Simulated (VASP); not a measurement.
Output of a VASP run:

**OSZICAR**
```
       N       E                     dE             d eps       ncg     rms          rms(c)
DAV:   1    -0.322935505209E+03   -0.32294E+03   -0.15157E+01   833   0.118E+01    0.132E+01
DAV:   2    -0.323077630526E+03   -0.14213E+00   -0.27808E+00   896   0.857E+00    0.113E+01
DAV:   3    -0.323090075850E+03   -0.12445E-01   -0.95832E-01   912   0.451E+00    0.808E+00
DAV:   4    -0.323094955291E+03   -0.48794E-02   -0.99419E-02   843   0.145E+00    0.524E+00
DAV:   5    -0.323091782181E+03    0.31731E-02   -0.42153E-02   944   0.713E-01    0.286E+00
DAV:   6    -0.323088555762E+03    0.32264E-02   -0.14231E-02   832   0.693E-01    0.127E+00
DAV:   7    -0.323088301004E+03    0.25476E-03   -0.17703E-03   912   0.143E-01    0.719E-01
DAV:   8    -0.323087882961E+03    0.41804E-03   -0.20358E-03   840   0.306E-01    0.597E-01
DAV:   9    -0.323087627514E+03    0.25545E-03   -0.18558E-03   824   0.292E-01    0.490E-01
DAV:  10    -0.323087631796E+03   -0.42823E-05   -0.22929E-04   864   0.912E-02    0.334E-01
DAV:  11    -0.323087636850E+03   -0.50538E-05   -0.73142E-05   776   0.248E-02
   1 F= -.32308764E+03 E0= -.32308764E+03  d E =-.659287E-15  mag=     5.0000
```

File OUTCAR:
```
------------------------ aborting loop because EDIFF is reached ----------------------------------------
  volume of cell :     1727.79
      direct lattice vectors                 reciprocal lattice vectors
    11.999521734  0.000000000  0.000000000     0.083336655  0.000000000  0.000000000
     0.000000000 11.999521734  0.000000000     0.000000000  0.083336655  0.000000000
     0.000000000  0.000000000 11.999521734     0.000000000  0.000000000  0.083336655
  FREE ENERGIE OF THE ION-ELECTRON SYSTEM (eV)
  ---------------------------------------------------
  free  energy   TOTEN  =      -323.0876368497 eV

  energy  without entropy=     -323.0876368497  energy(sigma->0) =     -323.08763685

  exchange ACFDT corr.  =         0.00000000  see jH, gK, PRB 81, 115126

 total charge

# of ion       s       p       d       tot
------------------------------------------
    1        1.168   1.390   0.230   2.788
    2        1.168   1.414   0.235   2.817
    3        1.168   1.414   0.236   2.818
    4        1.167   1.410   0.235   2.812
    5        1.168   1.413   0.235   2.817
    6        1.169   1.426   0.239   2.834
    7        1.168   1.413   0.235   2.816
    8        1.168   1.413   0.235   2.817
    9        1.168   1.393   0.230   2.791
   10        1.168   1.394   0.230   2.792
   11        1.169   1.428   0.239   2.836
   12        1.168   1.394   0.230   2.792
   13        1.168   1.413   0.235   2.816
   14        1.167   1.389   0.230   2.787
   15        1.168   1.413   0.235   2.816
   16        1.168   1.414   0.235   2.817
   17        1.168   1.393   0.230   2.791
   18        1.168   1.394   0.230   2.792
   19        1.168   1.390   0.230   2.788
   20        1.168   1.394   0.230   2.791
   21        1.168   1.394   0.230   2.792
   22        1.168   1.413   0.235   2.816
   23        1.168   1.395   0.230   2.793
   24        1.168   1.394   0.230   2.791
   25        1.168   1.414   0.235   2.817
   26        1.169   1.427   0.239   2.835
   27        1.168   1.394   0.230   2.792
   28        1.168   1.413   0.235   2.816
   29        1.168   1.394   0.230   2.792
   30        1.168   1.394   0.230   2.792
   31        1.168   1.412   0.235   2.815
   32        1.020   1.481   0.000   2.501
   33        1.020   1.481   0.000   2.500
   34        1.020   1.481   0.000   2.501
   35        1.018   1.486   0.000   2.505
   36        1.018   1.488   0.000   2.506
   37        1.018   1.488   0.000   2.506
   38        1.018   1.486   0.000   2.505
   39        1.018   1.488   0.000   2.506
   40        1.024   1.484   0.000   2.507
   41        1.018   1.488   0.000   2.506
   42        1.018   1.488   0.000   2.506
   43        1.018   1.488   0.000   2.506
   44        1.018   1.486   0.000   2.505
   45        1.020   1.480   0.000   2.500
   46        1.020   1.481   0.000   2.500
   47        1.018   1.488   0.000   2.506
   48        1.024   1.483   0.000   2.507
   49        1.018   1.488   0.000   2.506
   50        1.020   1.480   0.000   2.500
   51        1.024   1.484   0.000   2.507
   52        1.024   1.484   0.000   2.507
...
```
(Selected blocks of OUTCAR.)

File POSCAR:
```
FeIn31P32
1
   11.9995217336     0.0000000000     0.0000000000
    0.0000000000    11.9995217336     0.0000000000
    0.0000000000     0.0000000000    11.9995217336
In P Fe
31 32 1
Direct
  0.4999866692   0.0003942926   0.0002805338
  0.7495270828   0.2501206467   0.0003626268
  0.7497130654   0.9998540930   0.2506248017
  0.0000652110   0.0001688108   0.9999920422
  0.2505041058   0.2505245752   0.0000359097
  0.5000180731   0.4999448212   0.0001085763
  0.7495297134   0.7496143953   0.9999266579
  0.2505058020   0.0001249574   0.2505620833
  0.5009453865   0.2537105528   0.2537962404
  0.7466035126   0.4992921759   0.2536204988
  0.5000316924   0.9999348752   0.4999693846
  0.7467052982   0.2535243260   0.4993571582
  0.7494488854   0.0001115058   0.7495919364
  0.9997622952   0.4999917491   0.0004922948
  0.2503165209   0.7498032341   0.0004219582
  0.0001932437   0.2504847080   0.2505067755
  0.2535057365   0.5010124966   0.2535714641
  0.4992886826   0.7465609459   0.2534794540
  0.9997193407   0.0001873812   0.4998975109
  0.2535529093   0.2535528245   0.5010989468
  0.7463174311   0.7462997554   0.5011157466
  0.2504695462   0.9999047962   0.7495446907
  0.4991059316   0.2533952526   0.7466632668
  0.7466938027   0.5006441719   0.7469483800
  0.9999112678   0.7498566580   0.2505963159
  0.0001015631   0.5001461338   0.4999904453
  0.2533857974   0.7467507923   0.4992413938
  0.0001682291   0.2503634964   0.7496671182
  0.2532511890   0.4993027491   0.7469757429
  0.5007148818   0.7466935271   0.7469723973
  0.9999398680   0.7497707865   0.7495011292
  0.6243347658   0.1261635745   0.1266708151
  0.8736315573   0.3755338723   0.1264845778
  0.8737321841   0.1263821099   0.3756165822
  0.1254059049   0.1253300982   0.1253110562
  0.3754441567   0.3754245412   0.1258679484
  0.6246384785   0.6245525949   0.1257563308
  0.8746919793   0.8747794060   0.1252283102
  0.3754537405   0.1258208266   0.3756076055
  0.6143970295   0.3859685205   0.3860877218
  0.8742692186   0.6247115656   0.3755829215
  0.6244657665   0.1258113339   0.6245433755
  0.8744475717   0.3754990940   0.6246622223
  0.8746990307   0.1253702229   0.8747052483
  0.1260921741   0.6244575642   0.1265122160
  0.3758006013   0.8739253790   0.1264160408
  0.1258064819   0.3754463621   0.3755201845
  0.3858145505   0.6144230937   0.3859451184
  0.6246432288   0.8741598852   0.3755761192
  0.1262615851   0.1261582402   0.6243206392
  0.3856161492   0.3859517738   0.6146636725
  0.6141824723   0.6141127641   0.6148444262
  0.8735861918   0.8738692425   0.6242524632
  0.3756218654   0.1262228596   0.8737834078
  0.6245758789   0.3751553362   0.8745519613
  0.8738653912   0.6243617791   0.8738618350
  0.1262079764   0.8739471211   0.3757687140
  0.1257613905   0.6246341957   0.6246004068
  0.3755580676   0.8742516801   0.6246130875
  0.1260974027   0.3757889868   0.8740266186
  0.3752937890   0.6247227227   0.8746247486
  0.6242278244   0.8739879607   0.8739433281
  0.1252964249   0.8746763680   0.8747247706
  0.4999484356   0.5001184378   0.5003170451
```

**Question.** Write an INCAR and KPOINTS that could have produced this output.

**Answer.** Several could match; the one computed here: the input of the run itself, HSE06 screened hybrid, plane waves, VASP's PBE PAW potentials (set 64).

KPOINTS:
```
Automatic
0
Gamma
 1 1 1
```

**INCAR**
```
! general
SYSTEM   = FeIn31P32
PREC     = Normal
ENCUT    = 400
LREAL    = Auto
LASPH    = .True.
ISYM     = 0

! electronic loop
EDIFF    = 1E-5
NELM     = 50
NELMIN   = 4
ALGO     = Normal
LMAXMIX  = 4

! smearing
ISMEAR   = 0
SIGMA    = 0.05

! functional
GGA      = PE
LHFCALC  = .True.
AEXX     = 0.25
HFSCREEN = 0.2
PRECFOCK = Fast

! spin
ISPIN    = 2
MAGMOM   = 0.0 0.0 0.0 0.0 0.0 0.0 0.0 0.0 0.0 0.0 0.0 0.0 0.0 0.0 0.0 0.0 0.0 0.0 0.0 0.0 0.0 0.0 0.0 0.0 0.0 0.0 0.0 0.0 0.0 0.0 0.0 0.0 0.0 0.0 0.0 0.0 0.0 0.0 0.0 0.0 0.0 0.0 0.0 0.0 0.0 0.0 0.0 0.0 0.0 0.0 0.0 0.0 0.0 0.0 0.0 0.0 0.0 0.0 0.0 0.0 0.0 0.0 0.0 3.0

! ions
ISIF     = 0

! output
LWAVE    = .False.
LCHARG   = .False.
LORBIT   = 10
```

POTCAR, in this order: In P Fe (PBE.64 set). Program: vasp_gam. Read from the step before: WAVECAR.

The supercell is sampled at Γ alone, which is coarse: total energies, pressure and levels can be off, energies of defects by several tenths of an eV.

The cell is a supercell with a defect, built from InP (zinc blende): Fe_In. The cell's shape comes from a PBE relaxation.
